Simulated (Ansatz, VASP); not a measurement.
# Rb2MnF6 in VASP and in Ansatz

```
Rb Mn F
1.0
     0.00000    4.21500    4.21500
     4.21500    0.00000    4.21500
     4.21500    4.21500    0.00000
Rb Mn F
2 1 6
Direct
  0.25000 0.25000 0.25000
  0.75000 0.75000 0.75000
  0.00000 0.00000 0.00000
  0.79500 0.20500 0.20500
  0.20500 0.79500 0.20500
  0.20500 0.79500 0.79500
  0.79500 0.20500 0.79500
  0.20500 0.20500 0.79500
  0.79500 0.79500 0.20500
```

Alike in both runs: task single point; functional LDA; k mesh 4 × 4 × 4; occupations gaussian, width 0.05 eV; collinear spin.

|  | VASP | Ansatz |
| --- | --- | --- |
| version | VASP 6.6.1 | Ansatz 0.2.0 |
| potentials or method | VASP PAW LDA potentials, release 64 (Rb_sv, Mn_pv, F) | scalar-relativistic, plane waves, PAW |
| plane-wave cutoff (eV) | 520 | 420 |
| valence electrons in the cell | 73 | 75 |

```tsv
	VASP	Ansatz	Ansatz less VASP
gap on the k mesh at the Fermi level (eV)	2.09	2.21	+0.118
least direct gap on the mesh (eV)	2.09	2.21	+0.118
pressure (GPa)	5.9	5.2	-0.73
rms of the force components (eV/Å)	1.065	0.950	-0.1143
net moment per atom (μB)	0.33	0.33	0.000
size of the moment on the site where the two differ most (μB)	2.58	2.22	-0.358
```

Site moments also hang on the region over which each program counts them. Atom by atom the forces differ by 0.114 eV/Å (rms over components). The two sets of potentials don't hold the same shells in valence. Ansatz warned: «specified_occupation_not_kept».

Caveats: a cell with one magnetic atom can't hold antiferromagnetic order, which such compounds often take; forces of over 1 eV/Å show positions far from the minimum, so gaps and moduli don't describe the material at rest. A k mesh can miss the band edges.
